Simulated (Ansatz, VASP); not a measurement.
# Cross-check of SiO2 between VASP and Ansatz

One calculation is typed for both programs; each brings its own data sets. How far apart do they land? The cell is taken from a series of runs on this material, whose earlier steps may have relaxed, scaled, displaced or heated it; both programs get it as it stands.

Method: plane waves, with VASP 6.6.1 beside it; zone-centre phonons at LDA, in Ansatz 0.2.0.

## (1) Starting point

Symmetry: P4_2/mnm, No. 136, tetragonal system. The conventional cell has a = 4.057 Å, b = 4.057 Å, c = 2.623 Å, α = 90.00°, β = 90.00°, γ = 90.00°. O has 3 Si at 1.73 to 1.74 Å nearest. Nearest to Si lie 6 O at 1.73 to 1.74 Å. Farther neighbours and most contacts between anions are not listed.

## (2) VASP: zone-centre phonons, LDA

Second derivatives magnify differences that forces hide, and they need a tight electronic threshold.

Lines of VASP's logs that name or quote its potential files are left out, and so is its time.

Input file INCAR:

```
SYSTEM = SiO2
PREC = Accurate
ENCUT = 600
EDIFF = 1E-08
NELM = 120
ISMEAR = 0
SIGMA = 0.01
LREAL = .FALSE.
ALGO = Normal
GGA = PW92
NBANDS = 22
LORBIT = 11
LWAVE = .FALSE.
LCHARG = .FALSE.
ISIF = 2
IBRION = 8
LEPSILON = .TRUE.
LASPH = .TRUE.
GGA_COMPAT = .FALSE.
EFERMI = MIDGAP
KPAR = 2
```

Input file POSCAR:

```
SiO2
1.0
    4.0573556084      0.0000000000      0.0000000000
    0.0000000000      4.0573556084      0.0000000000
    0.0000000000      0.0000000000      2.6234168397
O Si
4 2
Direct
    0.6964218847      0.6964218847      0.0000000000
    0.1964218847      0.8035781153      0.5000000000
    0.3035781153      0.3035781153      0.0000000000
    0.8035781153      0.1964218847      0.5000000000
    0.5000000000      0.5000000000      0.5000000000
    0.0000000000      0.0000000000      0.0000000000
```

Input file KPOINTS:

```
Automatic mesh
0
Gamma
8 8 8
0 0 0
```

Potentials, in the order of the species: O and Si (LDA family, release 64).

The run is started by

```
$ mpirun -np 2 vasp_std
```

Numbers of over 12 decimals in the logs are rounded to 6 here.

What it wrote:

```text
[banner, memory and clock lines left out]
running    2 mpi-ranks, on    1 nodes
 distrk:  each k-point on    1 cores,    2 groups
 distr:  one band on    1 cores,    1 groups

 POSCAR found type information on POSCAR O Si
 POSCAR found :  2 types and       6 ions
|                                                                             |
|               ----> ADVICE to this user running VASP <----                  |
|                                                                             |
|     You enforced a specific xc type in the INCAR file but a different       |
|     [... a line on the potential file left out ...]
|     I HOPE YOU KNOW WHAT YOU ARE DOING!                                     |
|                                                                             |

 LDA part: xc-table for (Slater(with rela. corr.)+PW92), standard interpolation
 POSCAR, INCAR and KPOINTS ok, starting setup
 FFT: planning ... GRIDC
 FFT: planning ... GRID_SOFT
 FFT: planning ... GRID
 WAVECAR not read
 entering main loop
       N       E                     dE             d eps       ncg     rms          rms(c)
DAV:   1     0.163654962319E+03    0.16365E+03   -0.19847E+04  3316   0.159E+03
DAV:   2    -0.497161403405E+02   -0.21337E+03   -0.20437E+03  4292   0.330E+02
DAV:   3    -0.569539250960E+02   -0.72378E+01   -0.72158E+01  4200   0.607E+01
DAV:   4    -0.570032942111E+02   -0.49369E-01   -0.49350E-01  4092   0.582E+00
DAV:   5    -0.570037174419E+02   -0.42323E-03   -0.42320E-03  4116   0.520E-01    0.195E+01
DAV:   6    -0.519624252144E+02    0.50413E+01   -0.17153E+01  3960   0.285E+01    0.946E+00
DAV:   7    -0.518822819984E+02    0.80143E-01   -0.69829E-01  3888   0.534E+00    0.328E+00
DAV:   8    -0.518522735415E+02    0.30008E-01   -0.26609E-02  3990   0.149E+00    0.110E+00
DAV:   9    -0.518472025433E+02    0.50710E-02   -0.56966E-03  4038   0.609E-01    0.220E-01
DAV:  10    -0.518471995717E+02    0.29716E-05   -0.15426E-04  3996   0.100E-01    0.561E-02
DAV:  11    -0.518472010382E+02   -0.14664E-05   -0.15017E-05  4056   0.294E-02    0.132E-02
DAV:  12    -0.518472008681E+02    0.17012E-06   -0.97569E-07  3984   0.838E-03    0.421E-03
DAV:  13    -0.518472008176E+02    0.50417E-07   -0.30222E-07  4068   0.418E-03    0.870E-04
DAV:  14    -0.518472008179E+02   -0.23920E-09   -0.10822E-08  2558   0.828E-04
   1 F= -.51847201E+02 E0= -.51847201E+02  d E =0.000000E+00
 Linear response reoptimize wavefunctions to high precision
DAV:   1    -0.518472008178E+02    0.11232E-09   -0.10180E-09  2610   0.274E-04
DAV:   2    -0.518472008178E+02   -0.68212E-11   -0.11099E-10  2352   0.848E-05
 Linear response G [H, r] |phi>, progress :
  Direction:   1
       N       E                     dE             d eps       ncg     rms
RMM:   1    -0.140610597513E+03   -0.14061E+03   -0.10439E+00  7457   0.988E+01
RMM:   2    -0.116672107283E+03    0.23938E+02   -0.92016E+00  5538   0.218E+01
RMM:   3    -0.116723044942E+03   -0.50938E-01   -0.10065E-01  5738   0.207E+00
RMM:   4    -0.116724230676E+03   -0.11857E-02   -0.14759E-03  6039   0.240E-01
RMM:   5    -0.116724248743E+03   -0.18067E-04   -0.31177E-05  6101   0.332E-02
RMM:   6    -0.116724249449E+03   -0.70616E-06    0.56930E-06  6184   0.580E-03
RMM:   7    -0.116724249516E+03   -0.66859E-07    0.63189E-06  6103   0.232E-03
RMM:   8    -0.116724249533E+03   -0.16810E-07    0.72419E-06  4794   0.185E-03
RMM:   9    -0.116724249271E+03    0.26190E-06    0.68965E-07  4122   0.180E-03
RMM:  10    -0.116724249305E+03   -0.34371E-07   -0.29482E-06  3950   0.181E-03
RMM:  11    -0.116724249552E+03   -0.24720E-06    0.36965E-05  3936   0.183E-03
 Linear response G [H, r] |phi>, progress :
  Direction:   2
       N       E                     dE             d eps       ncg     rms
RMM:   1    -0.140228877171E+03   -0.14023E+03    0.49485E+01  7443   0.999E+01
RMM:   2    -0.112878056416E+03    0.27351E+02   -0.10364E+01  5521   0.234E+01
RMM:   3    -0.112942353723E+03   -0.64297E-01   -0.10660E-01  5765   0.217E+00
RMM:   4    -0.112943719178E+03   -0.13655E-02   -0.14337E-03  6038   0.257E-01
RMM:   5    -0.112943741960E+03   -0.22782E-04    0.11781E-04  6138   0.346E-02
RMM:   6    -0.112943741509E+03    0.45068E-06    0.16626E-04  6208   0.590E-03
RMM:   7    -0.112943740865E+03    0.64470E-06    0.17358E-04  6079   0.228E-03
RMM:   8    -0.112943740684E+03    0.18110E-06    0.17435E-04  4837   0.179E-03
RMM:   9    -0.112943740658E+03    0.25359E-07    0.19216E-04  4074   0.175E-03
RMM:  10    -0.112943741360E+03   -0.70215E-06    0.31041E-04  3912   0.176E-03
RMM:  11    -0.112943740592E+03    0.76832E-06    0.34488E-04  3894   0.177E-03
 Linear response G [H, r] |phi>, progress :
  Direction:   3
       N       E                     dE             d eps       ncg     rms
 LRF_COMMUTATOR internal error: the vector H(1)-e(1) S(1) |phi(0)> is not orthog
[...]
dielectric tensor                  component  3 :    -0.228    -0.191     3.604
 Linear response to external field, progress :
  Direction:   1
       N       E                     dE             d eps       ncg     rms          rms(c)
RMM:   1    -0.285126380934E+00   -0.28513E+00   -0.71518E-01 10101   0.274E+00
RMM:   2    -0.285187618083E+00   -0.61237E-04   -0.49316E-03  9356   0.405E-01    0.950E-01
[...]
RMM:   6    -0.310646325622E+00   -0.98218E-04   -0.15915E-06  6000   0.817E-03    0.482E-03
RMM:   7    -0.310696374601E+00   -0.50049E-04   -0.17517E-07  6030   0.250E-03    0.273E-04
RMM:   8    -0.310703750363E+00   -0.73758E-05    0.46463E-08  6036   0.390E-04    0.116E-04
RMM:   9    -0.310704169998E+00   -0.41964E-06    0.13194E-08  5023   0.165E-04    0.145E-05
RMM:  10    -0.310704229519E+00   -0.59520E-07   -0.26701E-10  2939   0.793E-05    0.710E-06
 change of polarisation eV/A/(eV/A) component  3 :    -0.053    -0.045     0.587
 dielectric tensor                  component  3 :    -0.224    -0.188     3.460
 Linear response DOF=           4
 Linear response progress:
  Degree of freedom:   1/  4
       N       E                     dE             d eps       ncg     rms          rms(c)
RMM:   1    -0.378623499352E+00   -0.37862E+00    0.32067E-01 13987   0.384E+00
RMM:   2    -0.369816346502E+00    0.88072E-02   -0.90898E-03 13012   0.618E-01    0.261E-01
RMM:   3    -0.370834359695E+00   -0.10180E-02   -0.16735E-03 11858   0.238E-01    0.142E-01
RMM:   4    -0.372834407731E+00   -0.20000E-02   -0.13199E-03 12644   0.194E-01    0.385E-02
RMM:   5    -0.372938786170E+00   -0.10438E-03   -0.53874E-05 13425   0.422E-02    0.856E-03
RMM:   6    -0.373008739955E+00   -0.69954E-04   -0.38705E-06 13797   0.849E-03    0.346E-03
RMM:   7    -0.372990828677E+00    0.17911E-04   -0.10002E-07 13541   0.383E-03    0.938E-04
RMM:   8    -0.372997331313E+00   -0.65026E-05   -0.79371E-08 13918   0.134E-03    0.214E-04
RMM:   9    -0.372996828143E+00    0.50317E-06    0.15667E-07 13865   0.276E-04    0.665E-05
RMM:  10    -0.372997138495E+00   -0.31035E-06    0.10657E-07 13967   0.101E-04    0.150E-05
RMM:  11    -0.372997093770E+00    0.44726E-07    0.88849E-08 13940   0.709E-05    0.282E-06
RMM:  12    -0.372997126461E+00   -0.32692E-07    0.71437E-08 13288   0.623E-05    0.109E-06
RMM:  13    -0.372997129889E+00   -0.34282E-08    0.77960E-08 11749   0.610E-05    0.305E-07
 first order change of Fermi-energy   0.70022E+00
 force on displaced ion       1 direction 1 : -27.084 -14.316   0.000
 Born effective charge ion    1 direction 1 :  -1.874  -0.520   0.000
 Linear response progress:
  Degree of freedom:   2/  4
       N       E                     dE             d eps       ncg     rms          rms(c)
RMM:   1    -0.354697560516E+00   -0.35470E+00    0.35425E-01 12081   0.385E+00
RMM:   2    -0.347469406444E+00    0.72282E-02   -0.77039E-03 11111   0.573E-01    0.255E-01
RMM:   3    -0.348781684026E+00   -0.13123E-02   -0.10240E-03  9923   0.205E-01    0.136E-01
RMM:   4    -0.351208375706E+00   -0.24267E-02   -0.10547E-03 10185   0.199E-01    0.240E-02
RMM:   5    -0.351117894962E+00    0.90481E-04   -0.42130E-05 11646   0.402E-02    0.276E-03
RMM:   6    -0.351171284510E+00   -0.53390E-04   -0.15508E-06 12018   0.577E-03    0.106E-03
RMM:   7    -0.351163285089E+00    0.79994E-05   -0.40542E-07 11920   0.131E-03    0.180E-04
RMM:   8    -0.351164563874E+00   -0.12788E-05   -0.50634E-07 12044   0.239E-04    0.758E-05
RMM:   9    -0.351164769292E+00   -0.20542E-06   -0.51732E-07 12160   0.955E-05    0.116E-05
RMM:  10    -0.351164981597E+00   -0.21230E-06   -0.53225E-07 11356   0.686E-05    0.603E-06
RMM:  11    -0.351164970967E+00    0.10630E-07   -0.53655E-07 11421   0.579E-05    0.764E-07
RMM:  12    -0.351164970733E+00    0.23458E-09   -0.55888E-07  8994   0.564E-05    0.192E-07
RMM:  13    -0.351164971579E+00   -0.84690E-09   -0.54392E-07  8892   0.564E-05    0.880E-08
 first order change of Fermi-energy   0.21184E-03
 force on displaced ion       1 direction 3 :  -0.005  -0.005 -23.784
 Born effective charge ion    1 direction 3 :  -0.000  -0.000  -1.995
 Linear response progress:
  Degree of freedom:   3/  4
       N       E                     dE             d eps       ncg     rms          rms(c)
RMM:   1    -0.340411874904E-01   -0.34041E-01    0.15066E-01 21831   0.205E+00
RMM:   2    -0.249152654087E-01    0.91259E-02   -0.51994E-03 12966   0.528E-01    0.189E-01
RMM:   3    -0.241949931493E-01    0.72027E-03   -0.32585E-04 13242   0.111E-01    0.114E-01
RMM:   4    -0.237965209271E-01    0.39847E-03   -0.37197E-04 13242   0.135E-01    0.147E-02
RMM:   5    -0.237979856147E-01   -0.14647E-05    0.23971E-05 13417   0.193E-02    0.759E-03
RMM:   6    -0.237961611425E-01    0.18245E-05    0.65931E-06 13476   0.825E-03    0.134E-03
RMM:   7    -0.237989447024E-01   -0.27836E-05    0.19167E-06 13560   0.136E-03    0.563E-04
RMM:   8    -0.238004418925E-01   -0.14972E-05   -0.89037E-08 13690   0.405E-04    0.116E-04
RMM:   9    -0.238006633051E-01   -0.22141E-06   -0.28232E-07 13659   0.143E-04    0.351E-05
RMM:  10    -0.238006719663E-01   -0.86611E-08   -0.15681E-07 13785   0.536E-05    0.696E-06
RMM:  11    -0.238006690320E-01    0.29343E-08   -0.16387E-07 13750   0.274E-05    0.250E-06
RMM:  12    -0.238006637775E-01    0.52545E-08   -0.13731E-07 13391   0.217E-05    0.105E-06
RMM:  13    -0.238006565440E-01    0.72335E-08   -0.91921E-08 11067   0.186E-05    0.382E-07
 first order change of Fermi-energy  -0.53249E-05
 force on displaced ion       5 direction 1 : -38.832  -5.310   0.000
 Born effective charge ion    5 direction 1 :   3.748  -0.302   0.000
 Linear response progress:
  Degree of freedom:   4/  4
       N       E                     dE             d eps       ncg     rms          rms(c)
RMM:   1    -0.200674829328E-01   -0.20067E-01    0.37355E-02 10338   0.129E+00
RMM:   2    -0.171914814984E-01    0.28760E-02   -0.12629E-03  7736   0.237E-01    0.216E-01
RMM:   3    -0.170981013682E-01    0.93380E-04   -0.16763E-04  7914   0.739E-02    0.128E-01
RMM:   4    -0.172223054116E-01   -0.12420E-03   -0.21347E-04  7864   0.822E-02    0.110E-02
RMM:   5    -0.171915014756E-01    0.30804E-04   -0.70164E-06  7966   0.136E-02    0.221E-03
RMM:   6    -0.171910737860E-01    0.42769E-06   -0.18102E-07  8123   0.123E-03    0.589E-04
RMM:   7    -0.171891069182E-01    0.19669E-05   -0.22021E-08  8183   0.585E-04    0.108E-04
RMM:   8    -0.171889164569E-01    0.19046E-06    0.44790E-09  8154   0.984E-05    0.493E-05
RMM:   9    -0.171889534126E-01   -0.36956E-07    0.29540E-09  8325   0.338E-05    0.294E-06
RMM:  10    -0.171889460618E-01    0.73508E-08    0.49650E-09  7710   0.186E-05    0.118E-06
 first order change of Fermi-energy  -0.29692E-05
 force on displaced ion       5 direction 3 :   0.000   0.000 -28.391
 Born effective charge ion    5 direction 3 :   0.000   0.000   3.990
 Born effective charges drift removed
 Linear response finished
```

(Part 1 of 3 ends here.)

[Lines on the potential files, build, host, timing and source positions are cut from VASP's logs without a mark.]

[Logs are printed without paths, hosts, clocks, repeated set-up lines and the standing remarks that a program may print on its own settings, such as how far it seeks lower states.]

[Hosts, paths, dates, database ids (printed as entryN), source tags and the programs' standing remarks are cut or masked in the printed files.]
